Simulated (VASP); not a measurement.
# Ti on the Al site in a supercell of Al, part 2 of 3

How easily does Ti on the Al site form in Al? The host is relaxed first, then a supercell is run with and without the defect.

VASP 6.6.1, plane waves and PAW; the level of theory is named at each step.

So far. Step 2 (The host at zero pressure): The run ended after 2 ionic steps, 0.003 eV below its first step, once forces and stress met EDIFFG = -0.02. Step 3 (The supercell without the defect): The host is treated as a metal, as its relaxation found a gap under 0.3 eV or none, and only the neutral defect is run.

## (4) Reference Ti

This step: PBEsol; plane waves and PAW (Ti) (VASP 6.6.1).

System of this step: Ti. Symmetry: P6_3/mmc, No. 194, hexagonal system. The conventional cell has a = 2.950 Å, b = 2.950 Å, c = 4.685 Å, α = 90.00°, β = 90.00°, γ = 120.00°. Ti has 12 Ti at 2.90 to 2.95 Å nearest.

The reference for Ti is its crystal, relaxed at the cutoff of the large cell.

Contents of INCAR:

```
SYSTEM = Ti
PREC = Normal
ENCUT = 300
EDIFF = 1E-05
NELM = 120
ISMEAR = 1
SIGMA = 0.1
LREAL = Auto
ALGO = Fast
GGA = PS
NBANDS = 10
LORBIT = 11
LWAVE = .FALSE.
LCHARG = .FALSE.
KPAR = 4
IBRION = 2
NSW = 25
ISIF = 3
EDIFFG = -0.02
POTIM = 0.4
```

Contents of POSCAR:

```
Ti
1.0
    2.9500000000      0.0000000000      0.0000000000
   -1.4750000000      2.5547749412      0.0000000000
    0.0000000000      0.0000000000      4.6846000000
Ti
2
Direct
    0.0000000000      0.0000000000      0.0000000000
    0.3333333333      0.6666666667      0.5000000000
```

Contents of KPOINTS:

```
Automatic mesh
0
Gamma
10 10 6
0 0 0
```

PAW data sets: Ti (PBE family, release 64).

On the command line:

```
$ mpirun -np 4 vasp_std
```

Output:

```text
[banner, memory and clock lines left out]
running    4 mpi-ranks, on    1 nodes
 distrk:  each k-point on    1 cores,    4 groups
 distr:  one band on    1 cores,    1 groups

 POSCAR found type information on POSCAR Ti
 POSCAR found :  1 types and       2 ions
|                                                                             |
|               ----> ADVICE to this user running VASP <----                  |
|                                                                             |
|     You have a (more or less) 'small supercell' and for smaller cells       |
|     it is recommended to use the reciprocal-space projection scheme!        |
|     The real-space optimization is not efficient for small cells and it     |
|     is also less accurate ...                                               |
|     Therefore, set LREAL=.FALSE. in the INCAR file.                         |
|                                                                             |

 [... a notice as in an earlier step ...]

 LDA part: xc-table for (Slater+PW92), standard interpolation
 POSCAR, INCAR and KPOINTS ok, starting setup
 FFT: planning ... GRIDC
 FFT: planning ... GRID_SOFT
 FFT: planning ... GRID
 WAVECAR not read
 entering main loop
       N       E                     dE             d eps       ncg     rms          rms(c)
DAV:   1     0.407828836490E+01    0.40783E+01   -0.23567E+03  1120   0.454E+02
DAV:   2    -0.181471492209E+02   -0.22225E+02   -0.21279E+02  1146   0.923E+01
DAV:   3    -0.189586152831E+02   -0.81147E+00   -0.79476E+00  1586   0.193E+01
DAV:   4    -0.189669954670E+02   -0.83802E-02   -0.83551E-02  1390   0.172E+00
DAV:   5    -0.189670169536E+02   -0.21487E-04   -0.21486E-04  1332   0.724E-02    0.157E+01
RMM:   6    -0.167383516663E+02    0.22287E+01   -0.42096E+00  1120   0.194E+01    0.398E+00
RMM:   7    -0.165010386964E+02    0.23731E+00   -0.20244E+00  1121   0.908E+00    0.120E+00
RMM:   8    -0.165067788360E+02   -0.57401E-02   -0.29173E-01  1120   0.540E+00    0.740E-01
RMM:   9    -0.165120231084E+02   -0.52443E-02   -0.11730E-01  1121   0.215E+00    0.500E-01
RMM:  10    -0.165096071065E+02    0.24160E-02   -0.31930E-02  1120   0.179E+00    0.820E-02
RMM:  11    -0.165099788951E+02   -0.37179E-03   -0.47749E-03  1128   0.295E-01    0.257E-02
RMM:  12    -0.165099869747E+02   -0.80797E-05   -0.28516E-04  1100   0.965E-02    0.382E-02
RMM:  13    -0.165099850388E+02    0.19359E-05   -0.54346E-05  1005   0.518E-02
   1 F= -.16509985E+02 E0= -.16509376E+02  d E =-.165100E+02
 curvature:   0.00 expect dE= 0.000E+00 dE for cont linesearch  0.000E+00
 trial: gam= 0.00000 g(F)=  0.847E-46 g(S)=  0.146E+00 ort = 0.000E+00 (trialstep = 0.100E+01)
 search vector abs. value=  0.146E+00
 bond charge predicted
       N       E                     dE             d eps       ncg     rms          rms(c)
DAV:   1    -0.165958001717E+02   -0.85813E-01   -0.36776E+00  1120   0.194E+01    0.305E+00
RMM:   2    -0.165590531447E+02    0.36747E-01   -0.55024E-02  1120   0.213E+00    0.120E+00
RMM:   3    -0.165532072899E+02    0.58459E-02   -0.26413E-02  1120   0.922E-01    0.186E-01
RMM:   4    -0.165531228354E+02    0.84455E-04   -0.38075E-03  1120   0.614E-01    0.240E-01
RMM:   5    -0.165539701679E+02   -0.84733E-03   -0.37266E-03  1129   0.419E-01    0.364E-01
RMM:   6    -0.165532532469E+02    0.71692E-03   -0.25613E-03  1120   0.544E-01    0.675E-02
RMM:   7    -0.165532464936E+02    0.67533E-05   -0.14531E-04  1111   0.734E-02    0.175E-02
RMM:   8    -0.165532482208E+02   -0.17271E-05   -0.15075E-05   777   0.289E-02
   2 F= -.16553248E+02 E0= -.16552686E+02  d E =-.432632E-01
[...]
3 F= -.16563255E+02 E0= -.16562588E+02  d E =-.532702E-01
[...]
4 F= -.16563238E+02 E0= -.16562568E+02  d E =-.532528E-01
[...]
5 F= -.16563508E+02 E0= -.16562911E+02  d E =-.270569E-03
 ZBRENT: can't locate minimum, use default step
 trial-energy change:   -0.000271  1 .order   -0.000273   -0.000310   -0.000236
 step:   3.7540(harm=  3.9328)  dis= 0.00000  next Energy=   -16.563887 (dE=-0.649E-03)
 bond charge predicted
       N       E                     dE             d eps       ncg     rms          rms(c)
DAV:   1    -0.165640076812E+02   -0.49315E-03   -0.47665E-02  1120   0.133E+00    0.841E-02
RMM:   2    -0.165638535964E+02    0.15408E-03   -0.18232E-04  1111   0.119E-01    0.444E-02
RMM:   3    -0.165637973259E+02    0.56270E-04   -0.64926E-05  1066   0.500E-02    0.341E-03
RMM:   4    -0.165637972522E+02    0.73676E-07   -0.61727E-06   697   0.152E-02
   6 F= -.16563797E+02 E0= -.16563443E+02  d E =-.559390E-03
 curvature:  -1.92 expect dE=-0.708E-04 dE for cont linesearch -0.234E-04
 trial: gam= 0.00000 g(F)=  0.104E-46 g(S)=  0.369E-04 ort =-0.628E-04 (trialstep = 0.150E+01)
 search vector abs. value=  0.369E-04
 reached required accuracy - stopping structural energy minimisation
```

It took 2.6 s on 4 MPI ranks of Intel Xeon 6975P-C (Granite Rapids), shared host; peak memory 0.41 GiB; 8.5 s of CPU time.

OUTCAR, selected parts (step 4):

```text
  LATTYP: Found a hexagonal cell.
 ALAT       =     2.9500000000
 C/A-ratio  =     1.5880000000

 Subroutine GETGRP returns: Found 24 space group operations
 (whereof 12 operations were pure point group operations)

The static configuration has the point symmetry D_3h.
 The point group associated with its full space group is D_6h.

 Found     56 irreducible k-points:

   k-points           NKPTS =     56   k-points in BZ     NKDIM =     56   number of bands    NBANDS=     10

   dimension x,y,z NGX =    12 NGY =   12 NGZ =   20
   dimension x,y,z NGXF=    24 NGYF=   24 NGZF=   40

   ENCUT  =  300.0 eV  22.05 Ry    4.70 a.u.   4.17  4.17  6.62*2*pi/ulx,y,z

   NELECT =       8.0000    total number of electrons

 E-fermi :   3.2240

 k-point     1 :       0.0000    0.0000    0.0000
  band No.  band energies     occupation
      1      -3.0213      2.00000
      2       0.4489      2.00000
      3       4.0094     -0.00000
      4       4.0094     -0.00000
      5       4.2106     -0.00000
      6       4.2113     -0.00000
      7       4.5628     -0.00000
    ...

 k-point     2 :       0.1000    0.0000    0.0000
  band No.  band energies     occupation
      1      -2.7332      2.00000
      2       0.6713      2.00000
      3       3.5838     -0.00000
      4       3.6563     -0.00000
      5       4.2188     -0.00000
      6       4.4019     -0.00000
      7       4.5503     -0.00000
    ...

  Total       -0.0309000     -0.0309000      0.0007584      0.0000000      0.0000000      0.0000000
  in kB       -1.4960646     -1.4960646      0.0367170      0.0000000      0.0000000      0.0000000
  external PRESSURE =      -0.9851374 kB  Pullay stress =       0.0000000 kB

  energy-cutoff  :      300.00
  volume of cell :       33.09
      direct lattice vectors                 reciprocal lattice vectors
     2.899621380 -0.000000000  0.000000000     0.344872612  0.199112296  0.000000000
    -1.449810690  2.511145777 -0.000000000     0.000000000  0.398224591 -0.000000000
    -0.000000000  0.000000000  4.544707027    -0.000000000  0.000000000  0.220036186

 POSITION                                       TOTAL-FORCE (eV/Angst)
 -----------------------------------------------------------------------------------
      0.00000      0.00000      0.00000         0.000000     -0.000000      0.000000
     -0.00000      1.67410      2.27235        -0.000000      0.000000      0.000000
 -----------------------------------------------------------------------------------
    total drift:                               -0.000000      0.000000     -0.000000

  FREE ENERGIE OF THE ION-ELECTRON SYSTEM (eV)
  ---------------------------------------------------
  free  energy   TOTEN  =       -16.5637972522 eV

  energy  without entropy=      -16.5627330005  energy(sigma->0) =      -16.56344250

 total charge
# of ion       s       p       d       tot
------------------------------------------
    1        0.573   0.614   2.433   3.620
    2        0.573   0.614   2.433   3.620
--------------------------------------------------
tot          1.145   1.227   4.867   7.239

[... 1 part as in an earlier step ...]

[... 7 further parts left out ...]
```

The k-mesh is coarse for a metal. The data set Ti keeps the semicore shell frozen, which is cheaper and a little less accurate. The run keeps the 24 symmetry operations of its start, so it cannot find a distortion of lower symmetry.

Step by step:

| step | energy less that of the first step (eV) | largest force (eV/Å) | pressure (GPa) | volume (Å³) |
| --- | --- | --- | --- | --- |
| 1 | 0.0000 | 0.0000 | -7.21 | 35.31 |
| 2 | -0.0433 | 0.0000 | 3.68 | 32.16 |
| 3 | -0.0533 | 0.0000 | 0.02 | 33.06 |
| 4 | -0.0533 | 0.0000 | -0.14 | 33.10 |
| 5 | -0.0535 | 0.0000 | -0.13 | 33.10 |
| 6 | -0.0538 | 0.0000 | -0.10 | 33.09 |

| conventional cell, symmetrised | before | after | change |
| --- | --- | --- | --- |
| a (Å) | 2.950 | 2.900 | -1.7 % |
| b (Å) | 2.950 | 2.900 | -1.7 % |
| c (Å) | 4.685 | 4.545 | -3.0 % |
| volume (Å³/atom) | 17.65 | 16.55 | -6.3 % |

The relaxed structure:

```xyz
2
Lattice="2.8996 0.0000 0.0000 -1.4498 2.5111 0.0000 0.0000 0.0000 4.5447" Properties=species:S:1:pos:R:3 pbc="T T T"
Ti    0.0000    0.0000    0.0000
Ti    0.0000    1.6741    2.2724
```

Numbers from this step:

| Item | Value |
| --- | --- |
| electronic cycles | 36 |
| electrons | 8 |
| free energy (TOTEN) | -16.56 eV |
| energy at zero smearing | -16.56 eV |
| Fermi energy | 3.224 eV |

The run ended after 6 ionic steps, 0.054 eV below its first step, once forces and stress met EDIFFG = -0.02.

Energy at zero smearing: -16.56344 eV.

(Part 2 of 3 ends here.)

[Lines on the potential files, build, host, timing and source positions are cut from VASP's logs without a mark.]

[Logs are printed without paths, hosts, clocks, repeated set-up lines and the standing remarks that a program may print on its own settings, such as how far it seeks lower states.]

[Hosts, paths, dates, database ids (printed as entryN), source tags and the programs' standing remarks are cut or masked in the printed files.]

[In band tables of VASP the shares of atoms and orbitals are scaled to a sum of 1 inside the atoms' spheres.]

[Runs that stopped without an error message from VASP are left out.]
